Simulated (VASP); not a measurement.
These are r2SCAN meta-GGA, VASP's PBE PAW potentials (set 64) (plane waves; VASP 6.6.1) values and carry that method's errors.

Input for VASP

POSCAR:
```
HgTe
1
    4.5610635080     0.0000000183     0.0000000000
   -2.2805322231     3.9499964570    -0.0000000000
    0.0000000000    -0.0000000000    10.0263437379
Hg Te
3 3
Direct
  0.6579016790   0.0000000001   0.6666670000
  0.0000000001   0.6579016790   0.3333330000
  0.3420983209   0.3420983209   0.0000000000
  0.5416103954   1.0000000000   0.1666670000
  0.9999999999   0.5416103954   0.8333330000
  0.4583896046   0.4583896046   0.5000000000
```

INCAR:
```
LASPH = T   # aspherical one-centre terms
SYSTEM = HgTe
IBRION = 2   # conjugate gradients
LMAXMIX = 6   # l cut-off of mixed one-centre charges
ALGO = Normal   # blocked Davidson
NSW = 60
NELM = 100   # most electronic steps
EDIFFG = -0.02   # ionic stop
LCHARG = F
ISMEAR = 0   # Gaussian
METAGGA = R2SCAN
ISIF = 3   # ions, shape and volume
EDIFF = 1E-6
LMIXTAU = T
SIGMA = 0.05   # width (eV)
ENCUT = 400   # plane-wave cut-off (eV)
PREC = Accurate
LREAL = F
LWAVE = F
```

File KPOINTS:
```
Automatic mesh
0
Gamma
5 5 2
0 0 0
```

POTCAR, in this order: Hg Te (PBE.64 set). Program: vasp_std.

What VASP printed:

File OUTCAR:
```
 ion  position               nearest neighbor table
   1  0.658  0.000  0.667-   5 2.73   6 2.73   5 3.15   6 3.15   5 3.59   6 3.59
   2  0.000  0.658  0.333-   4 2.73   6 2.73   4 3.15   6 3.15   4 3.59   6 3.59
   3  0.342  0.342  0.000-   4 2.73   5 2.73   4 3.15   5 3.15   5 3.59   4 3.59
   4  0.542  0.000  0.167-   2 2.73   3 2.73   2 3.15   3 3.15   2 3.59   3 3.59
   5  1.000  0.542  0.833-   1 2.73   3 2.73   1 3.15   3 3.15   1 3.59   3 3.59
   6  0.458  0.458  0.500-   1 2.73   2 2.73   1 3.15   2 3.15   2 3.59   1 3.59
  LATTYP: Found a hexagonal cell.
 ALAT       =     4.5610635080
 C/A-ratio  =     2.1982469045
 Subroutine PRICEL returns:
 Original cell was already a primitive cell.
 Subroutine GETGRP returns: Found  6 space group operations
The static configuration has the point symmetry C_2 .
 The point group associated with its full space group is D_3 .
The dynamic configuration has the point symmetry C_2 .
 Subroutine INISYM returns: Found  6 space group operations
 Subroutine IBZKPT returns following result:
 Found     10 irreducible k-points:

 Following reciprocal coordinates:
            Coordinates               Weight
  0.000000  0.000000  0.000000      1.000000
  0.200000  0.000000  0.000000      6.000000
  0.400000  0.000000  0.000000      6.000000
  0.200000  0.200000  0.000000      6.000000
  0.400000  0.200000  0.000000      6.000000
  0.000000  0.000000  0.500000      1.000000
  0.200000  0.000000  0.500000      6.000000
  0.400000  0.000000  0.500000      6.000000
  0.200000  0.200000  0.500000      6.000000
  0.400000  0.200000  0.500000      6.000000
   k-points           NKPTS =     10   k-points in BZ     NKDIM =     10   number of bands    NBANDS=     32
   number of dos      NEDOS =    301   number of ions     NIONS =      6
   total plane-waves  NPLWV =  63000
   dimension x,y,z NGX =    30 NGY =   30 NGZ =   70
   dimension x,y,z NGXF=    60 NGYF=   60 NGZF=  140
   ions per type =               3   3
   PREC   = accura    normal or accurate (medium, high low for compatibility)
   ISTART =      0    job   : 0-new  1-cont  2-samecut
   ICHARG =      2    charge: 1-file 2-atom 10-const
   ISPIN  =      1    spin polarized calculation?
   LNONCOLLINEAR =      F non collinear calculations
   LSORBIT =      F    spin-orbit coupling
   INIWAV =      1    electr: 0-lowe 1-rand  2-diag
   ENCUT  =  400.0 eV  29.40 Ry    5.42 a.u.   7.44  7.44 16.35*2*pi/ulx,y,z
   NELM   =    100;   NELMIN=  2; NELMDL= -5     # of ELM steps
   EDIFF  = 0.1E-05   stopping-criterion for ELM
   LREAL  =      F    real-space projection
   NLSPLINE    = F    spline interpolate recip. space projectors
   LMAXMIX     =    6 max onsite mixed and CHGCAR
   VOSKOWN=      0    Vosko Wilk Nusair interpolation
   EDIFFG = -.2E-01   stopping-criterion for IOM
   NSW    =     60    number of steps for IOM
   NBLOCK =      1;   KBLOCK =     60    inner block; outer block
   IBRION =      2    ionic relax: 0-MD 1-quasi-New 2-CG
   NFREE  =      1    steps in history (QN), initial steepest desc. (CG)
   ISIF   =      3    stress and relaxation
   ISYM   =      2    0-nonsym 1-usesym 2-fastsym
   TEIN   =    0.0    initial temperature
   TEBEG  =    0.0;   TEEND  =   0.0 temperature during run
   SMASS  =  -3.00    Nose mass-parameter (am)
   PSTRESS=    0.0 pullay stress
   NELECT =      54.0000    total number of electrons
   EFERMI =   0.00;   METHOD = LEGACY
   ISMEAR =     0;   SIGMA  =   0.05  broadening in eV -4-tet -1-fermi 0-gaus
   IALGO  =     38    algorithm
   LDIAG  =      T    sub-space diagonalisation (order eigenvalues)
   IMIX   =      4    mixing-type and parameters
     AMIX     =   0.40;   BMIX     =  1.00
     AMIX_MAG =   1.60;   BMIX_MAG =  1.00
     AMIN     =   0.10
   METAGGA = R2SCAN    functional components
   VOSKOWN =     0    Vosko Wilk Nusair interpolation
   LHFCALC =     F    Hartree Fock is set to
...
```

**OSZICAR**
```
...
DAV:   2    -0.225233566035E+03   -0.87149E-02   -0.27644E-02   688   0.106E+00    0.127E-01
DAV:   3    -0.225236441989E+03   -0.28760E-02   -0.24538E-03   656   0.357E-01    0.912E-02
DAV:   4    -0.225233442381E+03    0.29996E-02   -0.30078E-03   656   0.344E-01    0.615E-02
DAV:   5    -0.225235924231E+03   -0.24819E-02   -0.60383E-04   640   0.158E-01    0.381E-02
DAV:   6    -0.225236338187E+03   -0.41396E-03   -0.11561E-04   704   0.716E-02    0.176E-02
DAV:   7    -0.225236458366E+03   -0.12018E-03   -0.79468E-05   648   0.614E-02    0.356E-03
DAV:   8    -0.225236456878E+03    0.14882E-05   -0.74341E-06   608   0.200E-02    0.336E-03
DAV:   9    -0.225236460039E+03   -0.31608E-05   -0.35255E-06   512   0.162E-02    0.902E-04
DAV:  10    -0.225236461156E+03   -0.11170E-05   -0.99842E-07   424   0.893E-03    0.413E-04
DAV:  11    -0.225236461657E+03   -0.50076E-06   -0.10186E-07   352   0.269E-03
  13 F= -.22523646E+03 E0= -.22523646E+03  d E =-.297832E-02
       N       E                     dE             d eps       ncg     rms          rms(c)
DAV:   1    -0.225194870593E+03    0.41591E-01   -0.19319E+01   640   0.217E+01    0.622E-01
DAV:   2    -0.225226957309E+03   -0.32087E-01   -0.11186E-01   704   0.223E+00    0.282E-01
DAV:   3    -0.225239853368E+03   -0.12896E-01   -0.97481E-03   656   0.712E-01    0.198E-01
DAV:   4    -0.225228443535E+03    0.11410E-01   -0.10826E-02   664   0.649E-01    0.129E-01
DAV:   5    -0.225237932432E+03   -0.94889E-02   -0.23490E-03   648   0.313E-01    0.783E-02
DAV:   6    -0.225239327382E+03   -0.13950E-02   -0.39311E-04   704   0.132E-01    0.367E-02
DAV:   7    -0.225239779500E+03   -0.45212E-03   -0.31580E-04   664   0.122E-01    0.670E-03
DAV:   8    -0.225239783888E+03   -0.43888E-05   -0.31757E-05   648   0.414E-02    0.632E-03
DAV:   9    -0.225239793557E+03   -0.96684E-05   -0.11336E-05   688   0.294E-02    0.225E-03
DAV:  10    -0.225239798078E+03   -0.45215E-05   -0.34282E-06   512   0.169E-02    0.106E-03
DAV:  11    -0.225239799071E+03   -0.99233E-06   -0.58749E-07   400   0.704E-03
  14 F= -.22523980E+03 E0= -.22523980E+03  d E =-.631573E-02
       N       E                     dE             d eps       ncg     rms          rms(c)
DAV:   1    -0.225080591614E+03    0.15921E+00   -0.77978E+01   640   0.440E+01    0.148E+00
DAV:   2    -0.225194139037E+03   -0.11355E+00   -0.46672E-01   704   0.500E+00    0.689E-01
DAV:   3    -0.225242809129E+03   -0.48670E-01   -0.36731E-02   648   0.135E+00    0.474E-01
DAV:   4    -0.225204426957E+03    0.38382E-01   -0.34759E-02   672   0.115E+00    0.283E-01
DAV:   5    -0.225237611644E+03   -0.33185E-01   -0.96844E-03   640   0.633E-01    0.160E-01
DAV:   6    -0.225240347604E+03   -0.27360E-02   -0.91026E-04   712   0.195E-01    0.761E-02
DAV:   7    -0.225241921672E+03   -0.15741E-02   -0.13437E-03   648   0.253E-01    0.128E-02
DAV:   8    -0.225242051471E+03   -0.12980E-03   -0.15194E-04   664   0.916E-02    0.997E-03
DAV:   9    -0.225242072637E+03   -0.21166E-04   -0.12926E-05   728   0.312E-02    0.617E-03
DAV:  10    -0.225242080818E+03   -0.81807E-05   -0.10412E-05   664   0.220E-02    0.251E-03
DAV:  11    -0.225242080861E+03   -0.43324E-07   -0.22661E-06   488   0.149E-02
  15 F= -.22524208E+03 E0= -.22524208E+03  d E =-.859753E-02
       N       E                     dE             d eps       ncg     rms          rms(c)
DAV:   1    -0.225237700085E+03    0.43807E-02   -0.17727E+00   640   0.649E+00    0.153E-01
DAV:   2    -0.225241062926E+03   -0.33628E-02   -0.10201E-02   696   0.607E-01    0.657E-02
DAV:   3    -0.225242104988E+03   -0.10421E-02   -0.96961E-04   648   0.225E-01    0.483E-02
DAV:   4    -0.225241007281E+03    0.10977E-02   -0.11429E-03   664   0.213E-01    0.323E-02
DAV:   5    -0.225242037191E+03   -0.10299E-02   -0.31338E-04   656   0.114E-01    0.198E-02
DAV:   6    -0.225242123226E+03   -0.86035E-04   -0.34453E-05   696   0.385E-02    0.770E-03
DAV:   7    -0.225242140627E+03   -0.17400E-04   -0.13383E-05   656   0.253E-02    0.207E-03
DAV:   8    -0.225242141126E+03   -0.49934E-06   -0.23717E-06   496   0.116E-02
  16 F= -.22524214E+03 E0= -.22524214E+03  d E =-.865779E-02
       N       E                     dE             d eps       ncg     rms          rms(c)
DAV:   1    -0.225246477919E+03   -0.43373E-02   -0.17198E-01   640   0.290E+00    0.523E-01
DAV:   2    -0.225242842801E+03    0.36351E-02   -0.10550E-02   672   0.961E-01    0.171E-01
DAV:   3    -0.225242815374E+03    0.27427E-04   -0.10211E-03   712   0.225E-01    0.159E-01
DAV:   4    -0.225242390624E+03    0.42475E-03   -0.43441E-04   664   0.143E-01    0.321E-02
DAV:   5    -0.225242573442E+03   -0.18282E-03   -0.53461E-04   640   0.182E-01    0.200E-02
DAV:   6    -0.225242750524E+03   -0.17708E-03   -0.10209E-04   640   0.755E-02    0.108E-02
DAV:   7    -0.225242747105E+03    0.34186E-05   -0.93797E-06   712   0.229E-02    0.567E-03
DAV:   8    -0.225242752180E+03   -0.50748E-05   -0.69036E-06   544   0.191E-02    0.155E-03
DAV:   9    -0.225242754390E+03   -0.22099E-05   -0.14835E-06   416   0.856E-03    0.973E-04
DAV:  10    -0.225242754163E+03    0.22665E-06   -0.41628E-07   352   0.537E-03
  17 F= -.22524275E+03 E0= -.22524275E+03  d E =-.613037E-03
       N       E                     dE             d eps       ncg     rms          rms(c)
DAV:   1    -0.225247974416E+03   -0.52200E-02   -0.23415E-01   640   0.338E+00    0.610E-01
DAV:   2    -0.225243028343E+03    0.49461E-02   -0.14333E-02   672   0.112E+00    0.200E-01
DAV:   3    -0.225242994316E+03    0.34027E-04   -0.13857E-03   712   0.262E-01    0.185E-01
DAV:   4    -0.225242416223E+03    0.57809E-03   -0.59078E-04   664   0.167E-01    0.377E-02
DAV:   5    -0.225242662796E+03   -0.24657E-03   -0.73193E-04   640   0.213E-01    0.234E-02
DAV:   6    -0.225242910324E+03   -0.24753E-03   -0.14156E-04   640   0.893E-02    0.126E-02
DAV:   7    -0.225242905059E+03    0.52646E-05   -0.13351E-05   712   0.276E-02    0.661E-03
DAV:   8    -0.225242912885E+03   -0.78255E-05   -0.10046E-05   656   0.233E-02    0.177E-03
DAV:   9    -0.225242915816E+03   -0.29318E-05   -0.20977E-06   488   0.111E-02    0.119E-03
DAV:  10    -0.225242915815E+03    0.14425E-08   -0.58853E-07   360   0.649E-03
  18 F= -.22524292E+03 E0= -.22524292E+03  d E =-.774689E-03
       N       E                     dE             d eps       ncg     rms          rms(c)
DAV:   1    -0.225243245820E+03   -0.33000E-03   -0.23794E-02   640   0.857E-01    0.755E-02
DAV:   2    -0.225243175576E+03    0.70244E-04   -0.41954E-04   760   0.126E-01    0.407E-02
DAV:   3    -0.225243181879E+03   -0.63029E-05   -0.71275E-05   640   0.622E-02    0.196E-02
DAV:   4    -0.225243166031E+03    0.15847E-04   -0.29333E-05   656   0.417E-02    0.635E-03
DAV:   5    -0.225243170804E+03   -0.47723E-05   -0.35736E-05   672   0.423E-02    0.541E-03
DAV:   6    -0.225243183284E+03   -0.12481E-04   -0.63042E-06   592   0.175E-02    0.221E-03
DAV:   7    -0.225243183793E+03   -0.50857E-06   -0.52238E-07   360   0.503E-03
  19 F= -.22524318E+03 E0= -.22524318E+03  d E =-.267978E-03
       N       E                     dE             d eps       ncg     rms          rms(c)
DAV:   1    -0.225244110280E+03   -0.92700E-03   -0.21391E-01   640   0.257E+00    0.227E-01
DAV:   2    -0.225243466210E+03    0.64407E-03   -0.37736E-03   760   0.379E-01    0.122E-01
DAV:   3    -0.225243511928E+03   -0.45718E-04   -0.64078E-04   640   0.186E-01    0.587E-02
DAV:   4    -0.225243379733E+03    0.13220E-03   -0.26365E-04   656   0.125E-01    0.190E-02
DAV:   5    -0.225243406200E+03   -0.26467E-04   -0.32050E-04   664   0.126E-01    0.162E-02
DAV:   6    -0.225243525067E+03   -0.11887E-03   -0.56009E-05   664   0.516E-02    0.663E-03
DAV:   7    -0.225243527843E+03   -0.27759E-05   -0.46029E-06   648   0.144E-02    0.188E-03
DAV:   8    -0.225243528417E+03   -0.57390E-06   -0.27194E-06   512   0.109E-02
  20 F= -.22524353E+03 E0= -.22524353E+03  d E =-.612602E-03
```

File OUTCAR:
```
------------------------ aborting loop because EDIFF is reached ----------------------------------------
  FORCE on cell =-STRESS in cart. coord.  units (eV):
  Direction    XX          YY          ZZ          XY          YZ          ZX
  --------------------------------------------------------------------------------------
  Total       -0.0208951     -0.0208951     -0.1174590      0.0000000     -0.0000000      0.0000000
  in kB       -0.1711243     -0.1711243     -0.9619527      0.0000000     -0.0000000      0.0000000
  external PRESSURE =      -0.4347338 kB  Pullay stress =       0.0000000 kB
  volume of cell :      195.63
      direct lattice vectors                 reciprocal lattice vectors
     4.661203167  0.000000007 -0.000000000     0.214536883  0.123862966  0.000000000
    -2.330602073  4.036719925  0.000000000    -0.000000000  0.247725881 -0.000000000
    -0.000000000  0.000000000 10.397201133     0.000000000 -0.000000000  0.096179730
 POSITION                                       TOTAL-FORCE (eV/Angst)
 -----------------------------------------------------------------------------------
      3.19769      0.00000      6.93147         0.009222      0.000000      0.000000
     -1.59884      2.76928      3.46573        -0.004611      0.007986     -0.000000
      0.73176      1.26744      0.00000        -0.004611     -0.007986     -0.000000
      0.06735      4.03672      1.73287        -0.010613     -0.000000     -0.000000
      3.46223      2.07669      8.66433         0.005306     -0.009191     -0.000000
      1.13162      1.96003      5.19860         0.005306      0.009191     -0.000000
 -----------------------------------------------------------------------------------
    total drift:                                0.000883     -0.001866     -0.000019
  FREE ENERGIE OF THE ION-ELECTRON SYSTEM (eV)
  ---------------------------------------------------
  free  energy   TOTEN  =      -225.2435284170 eV

  energy  without entropy=     -225.2435284169  energy(sigma->0) =     -225.24352842

 reached required accuracy - stopping structural energy minimisation
```
(Selected blocks of OUTCAR.)

CONTCAR:
```
HgTe
   1.00000000000000
     4.6612031668910232    0.0000000074503408   -0.0000000000000000
    -2.3306020725887908    4.0367199249667935    0.0000000000000000
    -0.0000000000000001    0.0000000000000001   10.3972011332546099
  Hg              Te
     3     3
Direct
     0.6860216465819658    0.0000000001112137    0.6666669999999968
     0.0000000001141779    0.6860216465878941    0.3333330000000032
     0.3139783533038562    0.3139783533008922    0.0000000000000000
     0.5144499523805948    0.9999999999855445    0.1666669999999968
     0.9999999998817205    0.5144499523729514    0.8333330000000032
     0.4855500476376823    0.4855500476415042    0.5000000000000000
```

Energy and stress use the plane-wave basis of the starting cell.

The structure was generated: HgTe was put into the cinnabar type (P3_221), which need not be its known phase. This run relaxes it. Symmetry was kept, so distortions that lower it aren't found. The start is the result of an earlier pass.
